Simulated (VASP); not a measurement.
A VASP calculation is set up with these files.

POSCAR:
```
BAs
1.0
  3.1935140726   0.0000000000   0.0000000000
 -1.5967570363   2.7656638876   0.0000000000
  0.0000000000   0.0000000000   5.3364064153
B As
2 2
Cart
  0.0000000000   0.0000000000   0.0000000000
  0.0000000000   0.0000000000   2.6682032076
 -0.0000015968   1.8437768470   1.3341016038
  1.5967586331   0.9218870406   4.0023048115
```

### INCAR
```
SYSTEM = BAs
PREC = Accurate; ENCUT = 620; LREAL = .FALSE.
LASPH = .TRUE.
EDIFF = 1E-6; NELM = 100; ALGO = Normal
LMAXMIX = 4
ISMEAR = 1; SIGMA = 0.1
GGA = PS
IBRION = 2; NSW = 40; ISIF = 3
EDIFFG = -0.02; PSTRESS = 50
LWAVE = .FALSE.; LCHARG = .FALSE.
```

### KPOINTS
```
kpoints
0
gamma
  11 11 6
```

POTCAR, in this order: B As (PBE.64 set). Program: vasp_std.

Problem. Write an equivalent input for Ansatz.

Solution. One equivalent input (not run):
Ansatz 0.2 input:
```yaml
crystal:
  lattice:
    - [3.1935141, 0.0000000, 0.0000000]
    - [-1.5967570, 2.7656639, 0.0000000]
    - [0.0000000, 0.0000000, 5.3364064]
  atoms:
    - { symbol: B, position: [0.0000000, 0.0000000, 0.0000000] }
    - { symbol: B, position: [0.0000000, 0.0000000, 0.5000000] }
    - { symbol: As, position: [0.3333330, 0.6666670, 0.2500000] }
    - { symbol: As, position: [0.6666670, 0.3333330, 0.7500000] }
kpoints:
  mp_grid: { grid: [11, 11, 6] }
hamiltonian:
  xc: pbesol
  pseudopotentials: { kind: paw }
scf:
  occupations: { method: methfessel_paxton, width: 0.1 }
  max_iter: 100
relax:
  max_steps: 40
  f_tol: 0.02
  cell: { p_target: 5 }
output: { forces: true, stress: true, eigenvalues: true }
```
Limits of the translation: each code has its own PAW files, so the cut-off isn't converted (ENCUT is set for VASP's; basis.ecutwfc is left out, and Ansatz then takes the one that its files recommend); Ansatz stops its SCF on the density residual and VASP on the energy change (EDIFF).

The structure was generated: BAs was put into the NiAs type type (P6_3/mmc), which need not be its known phase. It was relaxed first under an external pressure of 5 GPa.
